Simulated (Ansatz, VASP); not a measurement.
**ZnSi4S in two plane-wave programs**

Aim: how closely do two programs agree when they are given the same cell, functional and k mesh? The cell is generated by rule, not measured, and may not be a known phase. The cell is taken from a series of runs on this material, whose earlier steps may have relaxed, scaled, displaced or heated it; both programs get it as it stands.

Method: plane waves, with VASP 6.6.1 beside it; single point at PBEsol, in Ansatz 0.2.0.

The structure was built from a prototype and need not be the compound's stable phase.

**1. Starting point**

The structure is orthorhombic, space group Imm2 (No. 44). The conventional cell has a = 3.835 Å, b = 3.835 Å, c = 16.270 Å, α = 90.00°, β = 90.00°, γ = 90.00°. Nearest to S lie 2 Si at 2.35 Å and 2 Zn at 2.35 Å. Nearest to Si lie 2 S at 2.35 Å and 2 Si at 2.35 Å. Nearest to Si lie 4 Si at 2.35 Å. Si has 4 Si at 2.35 Å nearest. Nearest to Si lie 2 Si at 2.35 Å and 2 Zn at 2.35 Å. Nearest to Zn lie 2 Si at 2.35 Å and 2 S at 2.35 Å. Farther neighbours and most contacts between anions are not listed.

As a file:

```xyz
6
Lattice="2.7117 2.7117 0.0000 -2.7117 2.7117 0.0000 2.7117 0.0000 8.1350" Properties=species:S:1:pos:R:3 pbc="T T T"
S     1.3558    1.3558    1.3558
Si    0.0000    2.7117    2.7117
Si    1.3558    4.0675    4.0675
Si    2.7117    2.7117    5.4233
Si    1.3558    1.3558    6.7792
Zn   -2.7117    2.7117    0.0000
```

**2. VASP: single point, PBEsol**

With cell and atoms fixed, the geometry can't cause a difference; cores, projectors, grids and the points listed under the comparison can.

Lines of VASP's logs that name or quote its potential files are left out, and so is its time.

INCAR reads:

```
SYSTEM = ZnSi4S
PREC = Accurate
ENCUT = 500
EDIFF = 1E-06
NELM = 120
ISMEAR = 0
SIGMA = 0.1
LREAL = .FALSE.
ALGO = Normal
GGA = PS
NBANDS = 23
LORBIT = 11
LWAVE = .FALSE.
LCHARG = .FALSE.
ISIF = 2
LASPH = .TRUE.
GGA_COMPAT = .FALSE.
KPAR = 2
```

POSCAR reads:

```
ZnSi4S
1.0
    2.7116700000      2.7116700000      0.0000000000
   -2.7116700000      2.7116700000      0.0000000000
    2.7116700000      0.0000000000      8.1350000000
S Si Zn
1 4 1
Direct
    0.4166670000      0.0833330000      0.1666670000
    0.3333340000      0.6666660000      0.3333330000
    0.7500005000      0.7499995000      0.5000000000
    0.6666670000      0.3333330000      0.6666670000
    0.0833340000      0.4166660000      0.8333330000
    0.0000005000      0.9999995000      0.0000000000
```

KPOINTS reads:

```
Automatic mesh
0
Gamma
6 6 6
0 0 0
```

PAW data sets: S, Si and Zn (PBE family, release 64).

The run is started by

```sh
> mpirun -np 2 vasp_std
```

Numbers of over 12 decimals in the logs are rounded to 6 here.

The log of the run:

```text
[banner, memory and clock lines left out]
running    2 mpi-ranks, on    1 nodes
 distrk:  each k-point on    1 cores,    2 groups
 distr:  one band on    1 cores,    1 groups

 POSCAR found type information on POSCAR S SiZn
 POSCAR found :  3 types and       6 ions
|                                                                             |
|               ----> ADVICE to this user running VASP <----                  |
|                                                                             |
|     You enforced a specific xc type in the INCAR file but a different       |
|     [... a line on the potential file left out ...]
|     I HOPE YOU KNOW WHAT YOU ARE DOING!                                     |
|                                                                             |

 LDA part: xc-table for (Slater+PW92), standard interpolation
 POSCAR, INCAR and KPOINTS ok, starting setup
 FFT: planning ... GRIDC
 FFT: planning ... GRID_SOFT
 FFT: planning ... GRID
 WAVECAR not read
 entering main loop
       N       E                     dE             d eps       ncg     rms          rms(c)
DAV:   1     0.158303430892E+03    0.15830E+03   -0.14248E+04  2116   0.136E+03
DAV:   2    -0.146400617720E+02   -0.17294E+03   -0.16477E+03  2271   0.271E+02
DAV:   3    -0.297631222336E+02   -0.15123E+02   -0.14747E+02  2777   0.782E+01
DAV:   4    -0.301606340661E+02   -0.39751E+00   -0.39622E+00  2606   0.129E+01
DAV:   5    -0.301689770294E+02   -0.83430E-02   -0.83410E-02  2742   0.199E+00    0.107E+01
DAV:   6    -0.291620903087E+02    0.10069E+01   -0.28446E+00  2854   0.456E+01    0.715E+00
DAV:   7    -0.290450856616E+02    0.11700E+00   -0.13152E+00  2688   0.105E+01    0.306E+00
DAV:   8    -0.290370881118E+02    0.79975E-02   -0.83930E-02  2696   0.298E+00    0.837E-01
DAV:   9    -0.290356752572E+02    0.14129E-02   -0.12734E-02  2648   0.751E-01    0.272E-01
DAV:  10    -0.290355571373E+02    0.11812E-03   -0.27649E-03  2767   0.504E-01    0.117E-01
DAV:  11    -0.290355534408E+02    0.36966E-05   -0.39731E-04  2676   0.239E-01    0.513E-02
DAV:  12    -0.290355695192E+02   -0.16078E-04   -0.91072E-05  2886   0.158E-01    0.122E-02
DAV:  13    -0.290355677311E+02    0.17881E-05   -0.15597E-05  3057   0.676E-02    0.864E-03
DAV:  14    -0.290355680012E+02   -0.27010E-06   -0.29952E-06  2405   0.115E-02
   1 F= -.29035568E+02 E0= -.29035092E+02  d E =-.952530E-03
```

OUTCAR, selected parts (step 2):

```text
ion  position               nearest neighbor table
   1  0.417  0.083  0.167-   2 2.35   2 2.35   6 2.35   6 2.35
   2  0.333  0.667  0.333-   1 2.35   1 2.35   3 2.35   3 2.35
   3  0.750  0.750  0.500-   2 2.35   4 2.35   2 2.35   4 2.35
   4  0.667  0.333  0.667-   5 2.35   5 2.35   3 2.35   3 2.35
   5  0.083  0.417  0.833-   4 2.35   4 2.35   6 2.35   6 2.35
   6  0.000  1.000  0.000-   1 2.35   5 2.35   5 2.35   1 2.35

  LATTYP: Found a body centered tetragonal cell.
 ALAT       =     3.8348804907
 C/A-ratio  =     4.2426354718

 Subroutine GETGRP returns: Found  4 space group operations
 (whereof  4 operations were pure point group operations)

The static configuration has the point symmetry C_2v.

 Found     46 irreducible k-points:

   k-points           NKPTS =     46   k-points in BZ     NKDIM =     46   number of bands    NBANDS=     23

   dimension x,y,z NGX =    28 NGY =   28 NGZ =   64
   dimension x,y,z NGXF=    56 NGYF=   56 NGZF=  128

   ENCUT  =  500.0 eV  36.75 Ry    6.06 a.u.   6.99  6.99 15.63*2*pi/ulx,y,z

   NELECT =      34.0000    total number of electrons

 k-points in reciprocal lattice and weights: Automatic mesh
   0.00000000  0.00000000  0.00000000       0.005
   0.16666667  0.00000000  0.00000000       0.019
   0.00000000 -0.16666667  0.00000000       0.019
   0.33333333  0.00000000  0.00000000       0.019
   0.00000000 -0.33333333  0.00000000       0.019
   0.50000000  0.00000000  0.00000000       0.009
   0.00000000  0.50000000  0.00000000       0.009
   0.16666667  0.16666667  0.00000000       0.019
   0.33333333  0.16666667  0.00000000       0.037
[...]
-0.16666667  0.16666667  0.33333333       0.019
   0.00000000  0.00000000  0.50000000       0.005

 average (electrostatic) potential at core
       1 -87.8082       2 -84.9164       3 -83.9707       4 -83.7981       5 -83.3394
       6 -34.2223

 E-fermi :   5.4295

 k-point     1 :       0.0000    0.0000    0.0000
  band No.  band energies     occupation
    ...
     13       2.7439      2.00000
     14       2.9203      2.00000
     15       4.3927      2.00000
     16       4.6351      2.00000
     17       4.8226      2.00000
     18       5.9338      0.00000
     19       6.1570      0.00000
     20       6.6596      0.00000
     21       7.2814      0.00000
     22       7.5334      0.00000
    ...

 k-point     2 :       0.1667    0.0000    0.0000
  band No.  band energies     occupation
    ...
     13       2.1002      2.00000
     14       3.0023      2.00000
     15       3.0866      2.00000
     16       4.1041      2.00000
     17       5.1577      1.99988
     18       6.1280      0.00000
     19       6.5300      0.00000
     20       7.4512      0.00000
     21       7.7633      0.00000
     22       8.2423      0.00000
    ...

 k-point     3 :       0.0000   -0.1667    0.0000
  band No.  band energies     occupation
    ...
     13       2.0787      2.00000
     14       2.9088      2.00000
     15       3.6895      2.00000
     16       4.5136      2.00000
     17       4.6824      2.00000
     18       5.7011      0.00012
     19       6.6967      0.00000
     20       7.2707      0.00000
     21       7.4764      0.00000
     22       8.3141      0.00000
    ...

  Total        0.2047970      0.2047970     -0.3039510      0.5378099      0.0000000      0.0000000
  in kB        2.7426667      2.7426667     -4.0705486      7.2024149      0.0000000      0.0000000
  external PRESSURE =       0.4715949 kB  Pullay stress =       0.0000000 kB

  energy-cutoff  :      500.00
  volume of cell :      119.64
      direct lattice vectors                 reciprocal lattice vectors
     2.711670000  2.711670000  0.000000000     0.184388218  0.184388218 -0.061462815
    -2.711670000  2.711670000  0.000000000    -0.184388218  0.184388218  0.061462815
     2.711670000  0.000000000  8.135000000     0.000000000  0.000000000  0.122925630

 POSITION                                       TOTAL-FORCE (eV/Angst)
 -----------------------------------------------------------------------------------
      1.35584      1.35583      1.35584        -0.000000     -0.000000      1.296239
      0.00000      2.71167      2.71166        -0.000000     -0.000000     -0.521212
      1.35584      4.06750      4.06750        -0.000000     -0.000000     -0.330973
      2.71167      2.71167      5.42334         0.000000     -0.000000      0.187335
      1.35584      1.35583      6.77916         0.000000      0.000000     -0.296951
     -2.71167      2.71167      0.00000        -0.000000      0.000000     -0.334437
 -----------------------------------------------------------------------------------
    total drift:                               -0.002485      0.000179      0.000415

  FREE ENERGIE OF THE ION-ELECTRON SYSTEM (eV)
  ---------------------------------------------------
  free  energy   TOTEN  =       -29.0355680012 eV

  energy  without entropy=      -29.0346154713  energy(sigma->0) =      -29.03509174

 total charge
# of ion       s       p       d       tot
------------------------------------------
    1        1.343   2.331   0.000   3.674
    2        0.785   0.808   0.000   1.593
    3        0.759   0.939   0.000   1.697
    4        0.755   0.923   0.000   1.678
    5        0.775   0.914   0.000   1.689
    6        0.632   0.534   9.743  10.909
--------------------------------------------------
tot          5.048   6.449   9.743  21.240

[... 3 further parts left out ...]
```

The gap is under twice the smearing width, so the edge states are partly filled and the run can't tell a small gap from a semimetal.

**3. Ansatz: single point, PBEsol**

Ansatz runs on its default PAW (the set named soft_2) files.

The same cell, functional, mesh and smearing now go to Ansatz, which takes its cutoff from its data sets.

input.yaml reads:

```yaml
crystal:
  lattice:
    - [2.71167, 2.71167, 0.0]
    - [-2.71167, 2.71167, 0.0]
    - [2.71167, 0.0, 8.135]
  atoms:
    - { symbol: S, position: [0.416667, 0.083333, 0.166667] }
    - { symbol: Si, position: [0.333333, 0.666667, 0.333333] }
    - { symbol: Si, position: [0.75, 0.75, 0.5] }
    - { symbol: Si, position: [0.666667, 0.333333, 0.666667] }
    - { symbol: Si, position: [0.083333, 0.416667, 0.833333] }
    - { symbol: Zn, position: [0.0, 0.0, 0.0] }
kpoints:
  mp_grid: { grid: [6, 6, 6] }
hamiltonian:
  xc: pbesol
scf:
  occupations: { method: gaussian, width: 0.1 }
output:
  forces: true
  stress: true
  eigenvalues: true
```

The run is started by

```sh
> ansatz run input.yaml --threads 8 --pin off --max-ram 14336MiB --backend cpu --events-out ev --progress --plain --runs-dir out
```

The log of the run:

```text
Warning: the atoms were moved onto the symmetric positions of the space group found under crystal.symmetry.tolerance 1.0e-5 (fractional; no operation is sought that the atoms, as they stand in a round, miss by more than twice it, and no atom is moved by as much as it), and the run uses the moved positions. Before a round's move an operation carried an atom to 5.42e-6 Å from where it should land, the largest such dist [...]
Engine: ansatz 0.2.0, x86_64-unknown-linux-gnu
Pseudopotentials: kind: paw
Pseudopotential: S, paw, valence charge 6, recommended cutoff 420 eV (normal), S.paw.azcp
Pseudopotential: Si, paw, valence charge 4, recommended cutoff 420 eV (normal), Si.paw.azcp
Pseudopotential: Zn, paw, valence charge 12, recommended cutoff 420 eV (normal), Zn.paw.azcp
Functional definition: PBEsol
  exchange = pbesol_x
  correlation = pbesol_c
Crystal: 6 atoms, lattice volume = 119.636 Å³
Basis set: ecut = 420 eV, 2343 PW (Γ), exchange–correlation on 54×54×120 points (8 copies of the dense FFT grid, shifted against one another)
Bands: 23, of which v1, the nominal top of the filled ones, is band 17 counted from 1 (16 counted from 0)
Symmetry: 4 space group operations
Space group: Imm2 (ITA 44), of the structure as read, at distance tolerance 4.9e-5 Å
k-points: 46 of 216 (time reversal used)
Non-local potential: S, projectors of the file, l = 0: 2, l = 1: 2, l = 2: 2
Non-local potential: Si, projectors of the file, l = 0: 2, l = 1: 2, l = 2: 2
Non-local potential: Zn, projectors of the file, l = 0: 2, l = 1: 2, l = 2: 3, l = 3: 1
PAW form: soft (Blöchl's): semilocal exchange-correlation on the pseudo side does not see the compensation charge
PAW frozen core: S, regenerated for the run's functional, and the local potential with it (the file was generated under x = pbe(κ = 0.804, μ = 0.219515), c = pbe(β = 0.066725))
PAW frozen core: Si, regenerated for the run's functional, and the local potential with it (the file was generated under x = pbe(κ = 0.804, μ = 0.219515), c = pbe(β = 0.066725))
PAW frozen core: Zn, regenerated for the run's functional, and the local potential with it (the file was generated under x = pbe(κ = 0.804, μ = 0.219515), c = pbe(β = 0.066725))
PAW one-centre angular grid: S, 110 points (default); XC on 64 Gauss nodes
PAW one-centre angular grid: Si, 110 points (default); XC on 64 Gauss nodes
PAW one-centre angular grid: Zn, 590 points (default); XC on 64 Gauss nodes
Initial density: superposition of atomic densities (neutral atoms: chi_scale 0, normalization atom), corrected by the library's trained network
Initial wavefunctions: pseudopotential atomic-orbital guess
Functional: x = pbesol(κ = 0.804, μ = 0.123457), c = pbesol(β = 0.046)
SCF iter   1: F=—  HF=-6651.877992 eV  |F-HF|=—  |Δ(HF+E_count)|=         —  Δρ=4.68e-3  dr2=3.74e-2  ethr=1.77e-3  ⟨swp⟩=7.3  Hψ=6008  notcnv=0
preconditioner: auto → Resta (q_TF=auto, 2.212 Å⁻¹)  ε∞=6.1  [insulator: Δε(μ)=0.123 eV  Ē_g=8.759 eV  σ=0.100 eV  W_gap=0.57  n_scr=20 (ndim 8)  ℏωp=19.8 eV  f_vac=0.000  D(μ)=0.14/eV (n_scr^D=0)  ε∞_Penn≈6.1]
SCF iter   2: F=—  HF=-6651.871115 eV  |F-HF|=—  |Δ(HF+E_count)|=   6.88e-3  Δρ=1.94e-3  dr2=7.93e-3  ethr=1.10e-4  ⟨swp⟩=2.0  Hψ=1668  notcnv=0
preconditioner: auto → Kerker (q_TF=auto, 2.212 Å⁻¹)  [metal: Δε(μ)=0.099 eV  Ē_g=8.796 eV  σ=0.100 eV  W_gap=0.46  n_scr=20 (ndim 8)  ℏωp=19.8 eV  f_vac=0.000  D(μ)=0.17/eV (n_scr^D=0)]
SCF iter   3: F=—  HF=-6651.870119 eV  |F-HF|=—  |Δ(HF+E_count)|=   9.97e-4  Δρ=1.67e-3  dr2=2.72e-3  ethr=2.33e-5  ⟨swp⟩=2.0  Hψ=1633  notcnv=0
SCF iter   4: F=—  HF=-6651.869140 eV  |F-HF|=—  |Δ(HF+E_count)|=   9.79e-4  Δρ=3.63e-4  dr2=2.77e-4  ethr=8.00e-6  ⟨swp⟩=2.0  Hψ=1644  notcnv=0
SCF iter   5: F=—  HF=-6651.869138 eV  |F-HF|=—  |Δ(HF+E_count)|=   2.12e-6  Δρ=8.93e-5  dr2=1.48e-5  ethr=8.14e-7  ⟨swp⟩=2.7  Hψ=1758  notcnv=0
SCF iter   6: F=—  HF=-6651.869082 eV  |F-HF|=—  |Δ(HF+E_count)|=   5.62e-5  Δρ=2.71e-5  dr2=1.83e-6  ethr=4.35e-8  ⟨swp⟩=2.8  Hψ=1797  notcnv=0
SCF iter   7: F=—  HF=-6651.869082 eV  |F-HF|=—  |Δ(HF+E_count)|=   5.87e-7  Δρ=7.79e-6  dr2=2.02e-7  ethr=5.37e-9  ⟨swp⟩=2.8  Hψ=1658  notcnv=0
SCF iter   8: F=-6651.869082 eV  HF=-6651.869082 eV  |F-HF|=1.50e-8  |Δ(HF+E_count)|=   4.30e-9  Δρ=2.85e-6  dr2=2.82e-8  ethr=2.94e-10  ⟨swp⟩=9.1  Hψ=4948  notcnv=0
SCF 1 converged in 8 iterations: F = -6651.869082 eV  dr2 = 2.82e-8
  greatest PAW one-centre occupation: 0.982 electrons in one spin orbital (limit 2), on the Zn atom at site 5 (counted from 0), in its partial waves of l = 2
SCF converged after 8 iterations
Free energy (F): -6651.869082 eV
Harris-Foulkes:  -6651.869082 eV  (|F-HF|=1.50e-8)
Internal energy: -6651.868145 eV  (E = F + TS)
E sigma→0 (E₀):  -6651.868614 eV
Entropy (-TS):   -0.000937 eV (-0.156 meV/atom)
Fermi energy:    6.900285 eV
--- Per-component energies (eV) ---
  E_band       = 14.676893
  E_kinetic    = 397.881804
  E_local      = -2646.164908  (includes V_loc(G=0)·N_el)
  E_nonlocal   = 744.262714
  E_hartree    = 1125.053884
  E_xc         = -450.783095
  E_vxc        = -327.446794  (∫ρ·V_xc dr)
  E_paw        = -4366.484486  (= ΣΔE_a)
  E_vpaw       = -403.958620  (= ΣTr[D̂ρ^β])
  E_aug_tail   = -0.000335  (compensation charges beyond the density's cutoff)
  E_ewald      = -1456.619271
  E_core_change = 0.985547  (= ΣΔE_core)
  E_smearing   = -0.000937  (= −TS)
  E_closure    = -0.000000  (closes the sum)
  Σ components = -6651.869082   (vs F -6651.869082, Δ=0.00e0)
--- Forces (eV/Å), atoms counted from 1 ---
  atom   1  S     -0.00000000    -0.00000000     1.27119151
  atom   2  Si     0.00000000     0.00000000    -0.51805020
  atom   3  Si    -0.00000000    -0.00000000    -0.33144847
  atom   4  Si     0.00000000     0.00000000     0.18651842
  atom   5  Si    -0.00000000     0.00000000    -0.29326487
  atom   6  Zn     0.00000000    -0.00000000    -0.31483939
  max |Σ_I F_I| component: 1.07e-4 eV/Å
--- Stress (GPa, compression-positive) ---
        0.139332       0.682179       0.000000
        0.682179       0.139332       0.000000
        0.000000       0.000000      -0.527590
  P = ⅓ Tr σ = -0.0830 GPa (-0.830 kbar)
--- Band table (eV; the first three rows and the last of 46) ---
  k-point 0: bands = [... 13 lower, 4.3940, 5.8657, 6.1084, 6.2967, 7.4086, 7.6291, 8.1333, 8.7507, ... 2 higher]
  k-point 1: bands = [... 13 lower, 4.4290, 5.4779, 5.9860, 6.4848, 7.3688, 7.3823, 8.0702, 9.0139, ... 2 higher]
  k-point 2: bands = [... 13 lower, 4.5109, 4.7975, 5.7185, 6.6303, 7.0424, 7.3294, 8.0241, 8.8748, ... 2 higher]
  k-point 45: bands = [... 13 lower, 2.9028, 3.2404, 3.9264, 4.2613, 7.3765, 7.5868, 8.1994, 8.5705, ... 2 higher]
```

Reading the cycles: dr2 is the Hartree energy of the density residual (eV), the measure of convergence; HF is the Harris–Foulkes estimate of the energy, which meets the free energy F at convergence.

The run ends at a pressure of -0.08 GPa, with forces up to 1.3 eV/Å.

**4. Side by side**

Known differences besides the potentials themselves: the cutoff is 420 eV in Ansatz and 500 eV in VASP; Ansatz makes its cores anew for this functional, VASP keeps those of its PBE data sets. Total energies have different zeros and are not compared.

Both answers:

| quantity | Ansatz | VASP | difference |
| --- | --- | --- | --- |
| pressure (GPa) | -0.08 | 0.05 | -0.13 |

Forces (eV/Å; atoms numbered as in POSCAR):

| atom | Ansatz x, y, z | VASP x, y, z |
| --- | --- | --- |
| S1 | 0.000, 0.000, 1.271 | 0.000, 0.000, 1.296 |
| Si2 | 0.000, 0.000, -0.518 | 0.000, 0.000, -0.521 |
| Si3 | 0.000, 0.000, -0.331 | 0.000, 0.000, -0.331 |
| Si4 | 0.000, 0.000, 0.187 | 0.000, 0.000, 0.187 |
| Si5 | 0.000, 0.000, -0.293 | 0.000, 0.000, -0.297 |
| Zn6 | 0.000, 0.000, -0.315 | 0.000, 0.000, -0.334 |

The forces differ by 7.6 meV/Å r.m.s., which is 2.1 % of the r.m.s. force of 0.357 eV/Å (both taken over all components).

**5. Results**

| Quantity | Value |
| --- | --- |
| r.m.s. force difference (single point, PBEsol) | 2.1 % of the r.m.s. force |

What this shows: The r.m.s. force difference is 2.1 % of the r.m.s. force (single point, PBEsol), within the 3 % picked in this series as the mark of a large difference. How closely two codes agree says nothing of how well the functional describes the real material.

[Lines on the potential files, build, host, timing and source positions are cut from VASP's logs without a mark.]

[Logs are printed without paths, hosts, clocks, repeated set-up lines and the standing remarks that a program may print on its own settings, such as how far it seeks lower states.]

[Hosts, paths, dates, database ids (printed as entryN), source tags and the programs' standing remarks are cut or masked in the printed files.]
